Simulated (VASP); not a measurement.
Consider the following.

```
Ga32P31S
1.0
   11.06711     0.00000     0.00000
    0.00000    11.06711     0.00000
    0.00000     0.00000    11.06711
Ga P S
32 31 1
Cartesian
  5.54586  11.06260  11.06246
  8.30240   2.76386   0.00258
  8.29845  11.06578   2.75799
 11.06209   0.00458   0.00369
  2.75753   2.77536  11.05673
  5.53171   5.53812  11.06208
  8.29087   8.30792  11.05856
  2.76126  11.06441   2.77776
  5.49574   2.74523   2.73440
  8.33596   5.57498   2.73557
  5.53034  11.06690   5.53529
  8.33459   2.73025   5.55826
  8.29036  11.06421   8.30788
  0.00410   5.52180  11.06092
  2.77253   8.29512   0.00476
  0.00208   2.76731   2.75867
  2.75921   5.54072   2.76469
  5.52793   8.30396   2.76464
  0.00855  11.05674   5.52406
  2.76235   2.76044   5.53641
  5.49533   5.56539   5.56863
  8.30085   8.30320   5.53985
  2.77266   0.00400   8.29502
  5.53288   2.76188   8.30118
  8.30459   5.53387   8.29703
  0.00552   8.31075   2.77644
  0.00096   5.53354   5.53912
  2.75969   8.30685   5.52432
  0.00207   2.77692   8.30586
  2.75829   5.52468   8.30941
  5.54409   8.30902   8.30724
 11.06237   8.29418   8.29596
  6.91005   1.38930   1.38582
  9.68087   4.15511   1.38457
  9.68842   1.37790   4.14444
  1.39197   1.38405   1.38298
  4.14219   4.15458   1.37828
  6.91745   6.92127   1.38177
  9.68170   9.67591   1.38222
  4.15069   1.38622   4.14808
  9.68742   6.92233   4.15319
  6.92036   1.38291   6.91384
  9.68178   4.14435   6.91264
  9.68172   1.38611   9.67734
  1.37196   6.91835   1.38369
  4.14981   9.69409   1.38500
  1.38250   4.14957   4.15026
  4.14720   6.91813   4.15289
  6.91649   9.68410   4.14981
  1.37321   1.38389   6.91797
  4.14603   4.14980   6.91985
  6.91266   6.91652   6.91841
  9.68155   9.69265   6.91836
  4.15232   1.38424   9.69145
  6.91966   4.14919   9.68333
  9.68094   6.91360   9.69027
  1.38594   9.68420   4.14955
  1.39187   6.91491   6.91539
  4.15196   9.67539   6.91422
  1.37950   4.14961   9.68230
  4.15178   6.91689   9.67397
  6.91761   9.68641   9.68365
  1.38422   9.68300   9.68336
  6.91694   4.15700   4.14989
```
Cell charge -1.

Calculation: HSE06 screened hybrid, VASP's PBE PAW potentials (set 64) (plane waves; VASP). Settings: PREC = Normal, LREAL = Auto, ISYM = 0, NELECT = 258.0, EDIFF = 1E-5, 400 eV cut-off, 1×1×1 Γ-centred mesh, Gaussian smearing of 0.050 eV, potentials Ga P S.

The cell is charged, with a uniform compensating background. The supercell is sampled at Γ alone, which is coarse: total energies, pressure and levels can be off, energies of defects by several tenths of an eV.

Problem. Predict the energy per atom (σ→0).

Solution. 
| Property | Value |
|---|---|
| energy per atom (σ→0) | -5.253 eV/atom |

The cell is a supercell with a defect, built from GaP (zinc blende): S_P, charge -1. The cell's shape comes from a PBE relaxation. The run is not spin-polarised, so no state with unpaired spins was tried.
